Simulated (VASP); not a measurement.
An input for Quantum ESPRESSO's pw.x (written as the equivalent of a VASP run, and not itself run):

```
&CONTROL
  calculation = 'scf'
  pseudo_dir = './pseudo'
  outdir = './out'
  tprnfor = .true.
  tstress = .true.
/
&SYSTEM
  ibrav = 0
  nat = 2
  ntyp = 2
  ecutwfc = 84
  occupations = 'smearing'
  smearing = 'methfessel-paxton'
  degauss = 0.00735
  input_dft = 'pbe'
  noncolin = .true.
  lspinorb = .true.
/
&ELECTRONS
  conv_thr = 7.3e-08
  electron_maxstep = 100
/
ATOMIC_SPECIES
  Ti 47.867 Ti.upf
  Al 26.982 Al.upf
CELL_PARAMETERS angstrom
     2.8866000    0.0000000    0.0000000
     0.0000000    2.8866000    0.0000000
     0.0000000    0.0000000    4.1514000
ATOMIC_POSITIONS crystal
  Ti   0.0000000  0.0000000  0.0000000
  Al   0.5000000  0.5000000  0.5000000
K_POINTS automatic
  11 11 8 0 0 0
```

Task: Write the VASP files for the same calculation (PBE+SOC).

Result: One answer among several that fit: 
### INCAR
```
! general
SYSTEM      =  TiAl
PREC        =  Accurate
ENCUT       =  400
LREAL       =  F
LASPH       =  T

! electronic loop
EDIFF       =  1E-6
NELM        =  100
ALGO        =  Normal
LMAXMIX     =  4

! smearing
ISMEAR      =  1
SIGMA       =  0.1

! functional
GGA         =  PE
GGA_COMPAT  =  F

! spin
MAGMOM      =  0 0 0 0 0 0
LSORBIT     =  T

! ions
ISIF        =  2

! output
LWAVE       =  F
LCHARG      =  F
```

**KPOINTS**
```
K-points
0
gamma
  11 11 8
```

POSCAR:
```
TiAl
1
    2.8866000000     0.0000000000     0.0000000000
    0.0000000000     2.8866000000     0.0000000000
    0.0000000000     0.0000000000     4.1514000000
Ti Al
1 1
Direct
  0.0000000000   0.0000000000   0.0000000000
  0.5000000000   0.5000000000   0.5000000000
```

POTCAR, in this order: Ti_sv Al (PBE.64 set). Program: vasp_ncl.

What does not carry over: the potentials are each code's own (VASP's PAW set, PseudoDojo norm-conserving files, fully relativistic, in pw.x), so ENCUT and ecutwfc are chosen apart and not converted; conv_thr bounds pw.x's estimated SCF error, while EDIFF bounds the energy change between steps.

The compound is TiAl in the L1_0 structure. The cell was not relaxed at this level. The run is one of a series of settings (GGA_COMPAT = .FALSE., LSORBIT = .TRUE., MAGMOM = 0 0 0 0 0 0, program vasp_ncl against the base run), some of them coarse on purpose.
